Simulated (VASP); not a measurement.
Output of a VASP run:

File OSZICAR:
```
       N       E                     dE             d eps       ncg     rms          rms(c)
DAV:   1     0.521070548066E+02    0.52107E+02   -0.88086E+03  1984   0.125E+03
DAV:   2    -0.553929840337E+01   -0.57646E+02   -0.56389E+02  2001   0.317E+02
DAV:   3    -0.893894828523E+01   -0.33996E+01   -0.31856E+01  2760   0.422E+01
DAV:   4    -0.906585056410E+01   -0.12690E+00   -0.12491E+00  2566   0.859E+00
DAV:   5    -0.907008421405E+01   -0.42336E-02   -0.41996E-02  2855   0.112E+00    0.238E+01
DAV:   6    -0.907009761002E+01   -0.13396E-04   -0.27644E-02  3038   0.157E+00    0.142E+01
DAV:   7    -0.908055232179E+01   -0.10455E-01   -0.49411E-02  2979   0.213E+00    0.277E-01
DAV:   8    -0.908021523816E+01    0.33708E-03   -0.30267E-03  2546   0.454E-01    0.658E-02
DAV:   9    -0.908023671715E+01   -0.21479E-04   -0.23383E-04  2533   0.141E-01    0.326E-02
DAV:  10    -0.908023036991E+01    0.63472E-05   -0.45825E-05  2628   0.551E-02    0.441E-02
DAV:  11    -0.908023107507E+01   -0.70517E-06   -0.67692E-06  2436   0.214E-02    0.135E-03
DAV:  12    -0.908023136801E+01   -0.29293E-06   -0.60199E-07  2470   0.724E-03    0.405E-03
DAV:  13    -0.908023119430E+01    0.17370E-06   -0.73145E-08  1458   0.239E-03    0.493E-04
DAV:  14    -0.908023119014E+01    0.41662E-08   -0.12182E-08  1393   0.129E-03
   1 F= -.90802312E+01 E0= -.90801113E+01  d E =-.908023E+01
       N       E                     dE             d eps       ncg     rms          rms(c)
DAV:   1    -0.908663548840E+01   -0.64043E-02   -0.23550E-01  1976   0.368E+00    0.313E-01
DAV:   2    -0.908367957282E+01    0.29559E-02   -0.50909E-03  2576   0.770E-01    0.191E-01
DAV:   3    -0.908229292542E+01    0.13866E-02   -0.16596E-03  2533   0.338E-01    0.965E-02
DAV:   4    -0.908230497674E+01   -0.12051E-04   -0.30111E-04  2806   0.133E-01    0.477E-02
DAV:   5    -0.908230579984E+01   -0.82310E-06   -0.68764E-06  2675   0.206E-02    0.156E-02
DAV:   6    -0.908230554431E+01    0.25553E-06   -0.10166E-06  2681   0.795E-03    0.270E-03
DAV:   7    -0.908230553240E+01    0.11905E-07   -0.99025E-08  1295   0.294E-03
   2 F= -.90823055E+01 E0= -.90822675E+01  d E =-.207434E-02
       N       E                     dE             d eps       ncg     rms          rms(c)
DAV:   1    -0.908528192392E+01   -0.29764E-02   -0.13459E-01  1976   0.278E+00    0.236E-01
DAV:   2    -0.908356440368E+01    0.17175E-02   -0.29234E-03  2576   0.583E-01    0.145E-01
DAV:   3    -0.908277455744E+01    0.78985E-03   -0.92807E-04  2520   0.253E-01    0.786E-02
DAV:   4    -0.908277959744E+01   -0.50400E-05   -0.17285E-04  2842   0.101E-01    0.373E-02
DAV:   5    -0.908278004668E+01   -0.44924E-06   -0.38654E-06  2642   0.155E-02    0.103E-02
DAV:   6    -0.908277992045E+01    0.12623E-06   -0.60443E-07  2693   0.611E-03    0.161E-03
DAV:   7    -0.908277990865E+01    0.11805E-07   -0.60785E-08  1153   0.226E-03
   3 F= -.90827799E+01 E0= -.90826694E+01  d E =-.254872E-02
```

File OUTCAR:
```
------------------------ aborting loop because EDIFF is reached ----------------------------------------
  FORCE on cell =-STRESS in cart. coord.  units (eV):
  Direction    XX          YY          ZZ          XY          YZ          ZX
  --------------------------------------------------------------------------------------
  Total        0.4618939      0.4618938      0.4632383      0.0000000      0.0000000      0.0000000
  in kB       12.0326535     12.0326518     12.0676771      0.0000000      0.0000000      0.0000000
  external PRESSURE =      12.0443275 kB  Pullay stress =       0.0000000 kB
  volume of cell :       61.50
      direct lattice vectors                 reciprocal lattice vectors
     1.781747240 -3.086076538 -0.000000000     0.280623418 -0.162018017 -0.000000000
     1.781747240  3.086076538  0.000000000     0.280623418  0.162018017  0.000000000
     0.000000000 -0.000000000  5.592533683     0.000000000 -0.000000000  0.178809831
 POSITION                                       TOTAL-FORCE (eV/Angst)
 -----------------------------------------------------------------------------------
      1.78175      1.02869      1.39813         0.000000     -0.000000      0.000000
      1.78175     -1.02869      4.19440        -0.000000      0.000000      0.000000
 -----------------------------------------------------------------------------------
    total drift:                                0.000000      0.000099     -0.000011
  FREE ENERGIE OF THE ION-ELECTRON SYSTEM (eV)
  ---------------------------------------------------
  free  energy   TOTEN  =        -9.0827799086 eV

  energy  without entropy=       -9.0824484815  energy(sigma->0) =       -9.08266943

 reached required accuracy - stopping structural energy minimisation
```
(Selected blocks of OUTCAR.)

POSCAR:
```
Dy
1
    1.7924309685    -3.1045813037     0.0000000000
    1.7924309685     3.1045813037     0.0000000000
    0.0000000000     0.0000000000     5.5260641136
Dy
2
Direct
  0.3333330000   0.6666670000   0.2500000000
  0.6666670000   0.3333330000   0.7500000000
```

Question: Write an INCAR and KPOINTS that could have produced this output.

Answer: Several could match; the one computed here: the input of the run itself, PW91 GGA, plane waves, VASP's PBE PAW potentials (set 64).

**INCAR**
```
SYSTEM = Dy
PREC = Accurate; ENCUT = 520; LREAL = .FALSE.
LASPH = .TRUE.
EDIFF = 1E-7; NELM = 100; ALGO = Normal
LMAXMIX = 6
ISMEAR = 1; SIGMA = 0.1
GGA = 91
IBRION = 2; NSW = 30; ISIF = 4
EDIFFG = -0.01
LWAVE = .FALSE.; LCHARG = .FALSE.
```

**KPOINTS**
```
Automatic
0
gamma
 12 12 7
0 0 0
```

POTCAR, in this order: Dy_3 (PBE.64 set). Program: vasp_std.

The 4f electrons are frozen in the core of the lanthanide potential, so 4f levels, which can set the real gap, and their magnetism are missing.

The compound is Dy in the hcp structure. This cell is one point of a volume scan, at 0.97 of the reference volume. Symmetry was kept, so distortions that lower it aren't found.
